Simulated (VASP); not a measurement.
# MoS2 with PBEsol: from relaxation to properties, part 2 of 5

What structure does MoS2 take at this level, and what are its properties? The start is a cell from a database of measured crystal structures.

VASP 6.6.1; PBEsol; plane waves and PAW (Mo_sv, S).

So far, gap on the k-mesh (eV): step 2 (full relaxation (PBEsol)) 1.08. The relaxed cell has a = 3.142, c = 18.576 Å (conventional setting).

## Step 3: Single point with fields (PBEsol)

A single point on the relaxed cell gives a clean self-consistent state, with density, ELF and potential written out.

The input, INCAR:

```
SYSTEM = MoS2
PREC = Accurate
ENCUT = 400
EDIFF = 1E-06
NELM = 100
ISMEAR = 0
SIGMA = 0.05
LREAL = .FALSE.
ALGO = Normal
GGA = PS
NBANDS = 19
LASPH = .TRUE.
LORBIT = 11
LWAVE = .FALSE.
LCHARG = .TRUE.
ISIF = 2
LELF = .TRUE.
LVHAR = .TRUE.
```

The input, POSCAR:

```
MoS2
1.0
    1.5710333670      2.7211096120      0.0000000000
   -1.5710333670      2.7211096120      0.0000000000
    0.0000000000     -1.8140730746      6.1919625447
Mo S
1 2
Direct
    0.0000989742      0.0000989742      0.0002969225
    0.2495816124      0.2495816124      0.7487448373
    0.4173194134      0.4173194134      0.2519582402
```

The input, KPOINTS:

```
Automatic mesh
0
Gamma
7 7 7
0 0 0
```

PAW data sets: Mo_sv and S (PBE family, release 64).

Launch:

```
mpirun -np 2 vasp_std
```

Output:

```text
[banner, memory and clock lines left out]
running    2 mpi-ranks, on    1 nodes
 distrk:  each k-point on    2 cores,    1 groups
 distr:  one band on    1 cores,    2 groups

 POSCAR found type information on POSCAR MoS
 POSCAR found :  2 types and       3 ions
 [... a notice as in an earlier step ...]

 LDA part: xc-table for (Slater+PW92), standard interpolation
|                                                                             |
|           W    W    AA    RRRRR   N    N  II  N    N   GGGG   !!!           |
|           W    W   A  A   R    R  NN   N  II  NN   N  G    G  !!!           |
|           W    W  A    A  R    R  N N  N  II  N N  N  G       !!!           |
|           W WW W  AAAAAA  RRRRR   N  N N  II  N  N N  G  GGG   !            |
|           WW  WW  A    A  R   R   N   NN  II  N   NN  G    G                |
|           W    W  A    A  R    R  N    N  II  N    N   GGGG   !!!           |
|                                                                             |
|     The number of bands has been changed from the values supplied in        |
|     The orbitals not found in the WAVECAR file will be initialized with     |
|     random numbers, which is usually adequate. For correlated               |
|     calculations, however, you should redo the groundstate calculation.     |
|     I found NBANDS = 19. Now, NBANDS = 20.                                  |
|                                                                             |

 POSCAR, INCAR and KPOINTS ok, starting setup
 FFT: planning ... GRIDC
 FFT: planning ... GRID_SOFT
 FFT: planning ... GRID
 WAVECAR not read
 entering main loop
       N       E                     dE             d eps       ncg     rms          rms(c)
DAV:   1     0.147120723743E+03    0.14712E+03   -0.11705E+04  1784   0.101E+03
DAV:   2    -0.190608195690E+02   -0.16618E+03   -0.16163E+03  2196   0.282E+02
DAV:   3    -0.248198771336E+02   -0.57591E+01   -0.57068E+01  2144   0.490E+01
DAV:   4    -0.248874821440E+02   -0.67605E-01   -0.67572E-01  2180   0.568E+00
DAV:   5    -0.248884961704E+02   -0.10140E-02   -0.10140E-02  2168   0.655E-01    0.260E+01
DAV:   6    -0.238057594004E+02    0.10827E+01   -0.93558E+00  1884   0.189E+01    0.882E+00
DAV:   7    -0.235656111727E+02    0.24015E+00   -0.35442E+00  1804   0.108E+01    0.605E+00
DAV:   8    -0.234491262837E+02    0.11648E+00   -0.55405E-01  1968   0.456E+00    0.174E+00
DAV:   9    -0.234492382850E+02   -0.11200E-03   -0.22278E-02  2088   0.894E-01    0.650E-01
DAV:  10    -0.234480153559E+02    0.12229E-02   -0.79863E-03  1964   0.612E-01    0.120E-01
DAV:  11    -0.234480304371E+02   -0.15081E-04   -0.44687E-04  2056   0.144E-01    0.573E-02
DAV:  12    -0.234480144127E+02    0.16024E-04   -0.54112E-05  2012   0.460E-02    0.212E-02
DAV:  13    -0.234480228913E+02   -0.84786E-05   -0.13751E-05  1892   0.206E-02    0.802E-03
DAV:  14    -0.234480228672E+02    0.24057E-07   -0.87914E-07  1384   0.585E-03
   1 F= -.23448023E+02 E0= -.23448023E+02  d E =-.351555E-23
```

Wall time 7 s (2 MPI ranks of Intel Xeon 6975P-C (Granite Rapids), shared host); peak memory 0.25 GiB; 13 s of CPU time.

Parts of OUTCAR (step 3):

```text
  LATTYP: Found a trigonal (rhomboedric) cell.
 ALAT       =     6.4522291710
 COS(alpha) =     0.8814282458

The static configuration has the point symmetry C_3v.

 Found     44 irreducible k-points:

   k-points           NKPTS =     44   k-points in BZ     NKDIM =     44   number of bands    NBANDS=     20

   dimension x,y,z NGX =    20 NGY =   20 NGZ =   42
   dimension x,y,z NGXF=    40 NGYF=   40 NGZF=   84

   ENCUT  =  400.0 eV  29.40 Ry    5.42 a.u.   5.12  5.12 10.52*2*pi/ulx,y,z

   NELECT =      26.0000    total number of electrons

 E-fermi :   7.8510

 k-point     1 :       0.0000    0.0000    0.0000
  band No.  band energies     occupation
    ...
      9       4.2536      2.00000
     10       5.3894      2.00000
     11       5.3894      2.00000
     12       6.2718      2.00000
     13       6.3122      2.00000
     14       9.7053      0.00000
     15       9.7053      0.00000
     16      10.0923      0.00000
     17      10.0923      0.00000
     18      13.1555      0.00000
    ...

 k-point     2 :       0.1429   -0.0000   -0.0000
  band No.  band energies     occupation
    ...
      9       4.4194      2.00000
     10       4.5830      2.00000
     11       4.9323      2.00000
     12       6.2408      2.00000
     13       6.5201      2.00000
     14       9.2281      0.00000
     15       9.6716      0.00000
     16       9.7792      0.00000
     17      10.1801      0.00000
     18      14.4094      0.00000
    ...

  Total       -0.0160989     -0.0160989      0.0040333      0.0000000      0.0000000     -0.0000000
  in kB       -0.4872115     -0.4872115      0.1220635      0.0000000      0.0000000     -0.0000000
  external PRESSURE =      -0.2841199 kB  Pullay stress =       0.0000000 kB

  energy-cutoff  :      400.00
  volume of cell :       52.94
      direct lattice vectors                 reciprocal lattice vectors
     1.571033367  2.721109612  0.000000000     0.318261859  0.183748570  0.053833228
    -1.571033367  2.721109612  0.000000000    -0.318261859  0.183748570  0.053833228
     0.000000000 -1.814073075  6.191962545     0.000000000  0.000000000  0.161499685

 POSITION                                       TOTAL-FORCE (eV/Angst)
 -----------------------------------------------------------------------------------
      0.00000      0.00000      0.00184         0.000000     -0.000000     -0.000502
      0.00000     -0.00000      4.63620         0.000000      0.000000      0.000514
      0.00000      1.81407      1.56012         0.000000     -0.000000     -0.000011
 -----------------------------------------------------------------------------------
    total drift:                                0.000000      0.000005      0.000106

  FREE ENERGIE OF THE ION-ELECTRON SYSTEM (eV)
  ---------------------------------------------------
  free  energy   TOTEN  =       -23.4480228672 eV

  energy  without entropy=      -23.4480228672  energy(sigma->0) =      -23.44802287

 total charge
# of ion       s       p       d       tot
------------------------------------------
    1        2.300   6.232   3.994  12.526
    2        1.358   2.325   0.000   3.683
    3        1.359   2.324   0.000   3.683
--------------------------------------------------
tot          5.017  10.880   3.994  19.892

[... 1 part as in an earlier step ...]

[... 7 further parts left out ...]
```

This step gave:

| Quantity | Value |
| --- | --- |
| SCF cycles | 14 |
| bands | 20 |
| Fermi energy | 7.851 eV |
| pressure | -0.02841 GPa |

Valence electrons inside each PAW sphere by angular momentum. Sphere charges, by row:

| atom | s (e) | p (e) | d (e) | tot (e) |
| --- | --- | --- | --- | --- |
| Mo1 | 2.3 | 6.232 | 3.994 | 12.53 |
| S2 | 1.358 | 2.325 | 0 | 3.683 |
| S3 | 1.359 | 2.324 | 0 | 3.683 |

Electrostatic potential energy in the ac plane of the conventional cell at fractional y = 0.000, with atoms of Mo and S within 0.2 Å of it. With pseudopotentials it is smooth inside the atoms' cores, unlike the true potential.

Ten even steps from '_' (-66 eV) to '@' (4 eV), each cell a mean:
```
....--++##%%@@@@@@%%**==::..
%%%%%%@@@@%%%%%%%%%%@@@@%%%%
@@@@@@@@@@@@%%%%@@@@@@@@@@@@
@@@@@@@@@@@@@@@@@@@@@@@@@@@@
%%%%@@@@@@@@@@@@@@@@@@@@@@%%
____::**%%@@@@@@@@@@%%==..__
....--**%%@@@@@@@@@@%%**--..
@@@@@@%%%%##****####%%@@@@@@
%%%%%%%%%%%%######%%%%%%%%%%
____::**%%@@@@@@@@@@%%==..__
....--##%%@@@@@@@@@@%%**::..
@@@@@@@@@@@@@@@@@@@@@@@@@@@@
@@@@@@@@@@@@@@@@@@@@@@@@@@@@
@@@@@@@@@@@@%%%%%%@@@@@@@@@@
@@@@@@@@@@%%%%%%%%%%@@@@@@@@
@@@@@@@@%%##****####%%@@@@@@
@@@@@@@@%%%%######%%%%@@@@@@
@@@@@@@@@@%%%%%%%%%%@@@@@@@@
@@@@@@@@@@@@@@%%@@@@@@@@@@@@
@@@@@@@@@@@@@@@@@@@@@@@@@@@@
@@@@@@@@@@@@@@@@@@@@@@@@@@@@
@@@@@@@@@@@@%%%%%%@@@@@@@@@@
####%%%%%%%%%%%%%%%%%%%%####
____::==**%%@@@@@@%%**--..__
```
Columns run along a (3.1 Å; values clipped at the 3rd and 97th percentile), rows up along c (18.6 Å), edges of the conventional cell, whose origin can differ from the input's. Atoms in or near the plane, at fractional coordinates: Mo at (0.00, 0.00), S at (0.00, 0.75), S at (0.00, 0.58).

Valence density in the ac plane of the conventional cell at fractional y = 0.000, with atoms of Mo and S within 0.2 Å of it. It is the smooth field of the valence electrons, not physical close to the nuclei.

Ten steps, logarithmic in the rise over the least value, from '_' (0.0 e/Å³) to '@' (6.1 e/Å³), each cell a mean:
```
@@@@%%**++==------==++##%%@@
============================
....::::----======----::....
________..............______
====----::..______..::--====
++++**++==--::::::--++++**++
++++**++====------==++++**++
============++++++==========
============================
==++**++++==------==++****++
++++++++==--::..::--==++**++
------::....______....::----
______......::::::......____
....::::--==========--::....
..::::--====++++++==----::::
::::----====++++++==----::::
::::::--====++++++==----::::
....::--====++++++==----::..
__....::----======----::....
________............________
______......::::::....______
..::::----==========--::::::
++++====================++++
@@@@%%##++==------==**##@@@@
```
Columns run along a (3.1 Å), rows up along c (18.6 Å), edges of the conventional cell, whose origin can differ from the input's. Atoms in or near the plane, at fractional coordinates: Mo at (0.00, 0.00), S at (0.00, 0.75), S at (0.00, 0.58).

ELF in the ac plane of the conventional cell at fractional y = 0.000, with atoms of Mo and S within 0.2 Å of it. It is the smooth field of the valence electrons, not physical close to the nuclei.

Values, 24 rows by 14 columns, each cell a mean:
```
0.60 0.63 0.58 0.44 0.29 0.30 0.38 0.41 0.36 0.28 0.32 0.48 0.61 0.62
0.24 0.24 0.29 0.41 0.56 0.67 0.71 0.72 0.70 0.64 0.52 0.37 0.26 0.24
0.09 0.11 0.20 0.36 0.54 0.68 0.74 0.76 0.73 0.65 0.49 0.31 0.16 0.10
0.11 0.09 0.08 0.08 0.14 0.22 0.30 0.33 0.28 0.19 0.12 0.08 0.08 0.10
0.85 0.82 0.74 0.61 0.41 0.18 0.06 0.04 0.08 0.25 0.47 0.65 0.78 0.83
0.65 0.73 0.82 0.84 0.77 0.51 0.24 0.14 0.29 0.62 0.80 0.84 0.80 0.71
0.55 0.64 0.76 0.77 0.67 0.43 0.23 0.17 0.27 0.52 0.71 0.78 0.73 0.61
0.39 0.39 0.36 0.30 0.25 0.26 0.29 0.30 0.28 0.24 0.26 0.32 0.37 0.39
0.50 0.50 0.48 0.41 0.31 0.25 0.24 0.25 0.24 0.26 0.34 0.43 0.49 0.50
0.48 0.59 0.76 0.80 0.73 0.49 0.26 0.18 0.31 0.59 0.76 0.80 0.71 0.56
0.79 0.82 0.86 0.85 0.75 0.47 0.20 0.11 0.25 0.58 0.79 0.86 0.85 0.81
0.73 0.69 0.59 0.45 0.28 0.11 0.05 0.03 0.06 0.16 0.33 0.50 0.63 0.70
0.04 0.04 0.06 0.11 0.22 0.35 0.44 0.46 0.42 0.31 0.18 0.09 0.05 0.04
0.04 0.06 0.17 0.36 0.57 0.72 0.79 0.81 0.78 0.68 0.52 0.30 0.12 0.06
0.11 0.13 0.21 0.35 0.49 0.61 0.66 0.68 0.65 0.57 0.45 0.31 0.18 0.12
0.34 0.32 0.27 0.23 0.23 0.27 0.31 0.33 0.30 0.25 0.22 0.24 0.28 0.32
0.28 0.27 0.25 0.23 0.24 0.30 0.33 0.34 0.33 0.28 0.23 0.23 0.25 0.27
0.09 0.11 0.21 0.38 0.55 0.68 0.75 0.76 0.74 0.65 0.51 0.33 0.17 0.10
0.04 0.06 0.15 0.33 0.53 0.69 0.75 0.77 0.74 0.65 0.48 0.28 0.11 0.05
0.01 0.02 0.04 0.08 0.15 0.21 0.25 0.27 0.25 0.19 0.12 0.06 0.03 0.01
0.02 0.03 0.06 0.13 0.23 0.33 0.39 0.41 0.38 0.30 0.20 0.11 0.05 0.02
0.12 0.15 0.25 0.42 0.59 0.71 0.75 0.75 0.74 0.68 0.55 0.37 0.20 0.14
0.32 0.31 0.30 0.36 0.49 0.61 0.67 0.68 0.66 0.57 0.45 0.33 0.30 0.31
0.54 0.63 0.65 0.51 0.30 0.24 0.31 0.35 0.29 0.24 0.36 0.57 0.67 0.61
```
Columns run along a (3.1 Å), rows up along c (18.6 Å), edges of the conventional cell, whose origin can differ from the input's. Atoms in or near the plane, at fractional coordinates: Mo at (0.00, 0.00), S at (0.00, 0.75), S at (0.00, 0.58).

In this run the pressure is -0.03 GPa, small enough to go on.

(Part 2 of 5 ends here.)

[Lines on the potential files, build, host, timing and source positions are cut from VASP's logs without a mark.]

[Logs are printed without paths, hosts, clocks, repeated set-up lines and the standing remarks that a program may print on its own settings, such as how far it seeks lower states.]

[Hosts, paths, dates, database ids (printed as entryN), source tags and the programs' standing remarks are cut or masked in the printed files.]

[A measured line is paired with the nearest computed mode of its activity, which favours agreement.]
